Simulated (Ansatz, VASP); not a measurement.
CS3: VASP beside Ansatz

```
C S
1.0
     6.47226    0.00000    0.00000
    -3.23613    5.60514    0.00000
     0.00000    0.00000    3.02082
C S
2 6
Direct
  0.66667 0.33333 0.25000
  0.33333 0.66667 0.75000
  0.19100 0.38200 0.25000
  0.61800 0.80900 0.25000
  0.19100 0.80900 0.25000
  0.80900 0.19100 0.75000
  0.38200 0.19100 0.75000
  0.80900 0.61800 0.75000
```

Change from the starting cell: species swapped into the SmAg3 type (P6_3/mmc, No. 194).

Alike in both runs: functional PBE; dispersion D3(BJ); k mesh 6 × 6 × 12; occupations gaussian, width 0.1 eV; no spin polarisation.

Ansatz relaxed the structure, and its values are those at the end. VASP's run is a single point on that final structure, the one shown.

|  | VASP | Ansatz |
| --- | --- | --- |
| version | VASP 6.6.1 | Ansatz 0.2.0 |
| potentials or method | VASP PAW PBE potentials, release 64 (C, S) | scalar-relativistic, plane waves, PAW |
| plane-wave cutoff (eV) | 520 | 420 |
| valence electrons in the cell | 44 | 44 |

Ansatz gave:

- gap on the k mesh at the Fermi level (eV): none
- pressure (GPa): 0.0
- rms of the force components (eV/Å): 0.000

Which values does VASP return?

gap on the k mesh at the Fermi level (eV): none; pressure (GPa): -0.2; rms of the force components (eV/Å): 0.008.

A gap of «none» marks a metal or a gap that the smearing closes. Ansatz warned: «relaxed_geometry_near_dispersion_switch».

Caveats: pairwise dispersion overbinds metals, which lowers pressure and volume.
